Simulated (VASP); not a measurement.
A run of VASP 6.6.1 is set up as follows.

File POSCAR:

```
W
1.0
   -1.6007500000      1.6007500000      1.6007500000
    1.6007500000     -1.6007500000      1.6007500000
    1.6007500000      1.6007500000     -1.6007500000
W
1
Direct
    0.0000000000      0.0000000000      0.0000000000
```

Contents of INCAR.step1:

```
SYSTEM = W
ALGO = Normal
EDIFF = 1E-8
EDIFFG = -0.002
ENCUT = 600
GGA = PE
IBRION = 2
ISIF = 3
ISMEAR = 0
LASPH = .True.
LCHARG = .False.
LREAL = .False.
LWAVE = .False.
NELM = 80
NSW = 40
PREC = Accurate
SIGMA = 0.1
```

Contents of INCAR.step2:

```
SYSTEM = W
ALGO = Normal
EDIFF = 1E-8
ENCUT = 600
GGA = PE
IBRION = 6
ISIF = 3
ISMEAR = 0
LASPH = .True.
LCHARG = .False.
LREAL = .False.
LWAVE = .False.
NELM = 80
NFREE = 2
NSW = 1
POTIM = 0.015
PREC = Accurate
SIGMA = 0.1
```

File KPOINTS:

```
k-points
0
Gamma
  18 18 18
  0 0 0
```

Potentials or basis: VASP PAW PBE potentials, release 64 (W_sv).

Run with:

```console
$ cat potpaw_PBE.64/W_sv/POTCAR > POTCAR
$ cp INCAR.step1 INCAR
$ mpirun -np 1 vasp_std > vasp.out
$ cp CONTCAR POSCAR
$ cp INCAR.step2 INCAR
$ mpirun -np 1 vasp_std > vasp.out
```

(1) Predict the elastic constants C11, C12, C44.

(2) What does it give for the Voigt bulk modulus?

(3) What does it give for the relaxed cell?

## Answers

(1) 489, 216, 139 GPa.

(2) 307 GPa.

(3) a = 2.759 Å, b = 2.759 Å, c = 2.759 Å, α = 109.47°, β = 109.47°, γ = 109.47°.
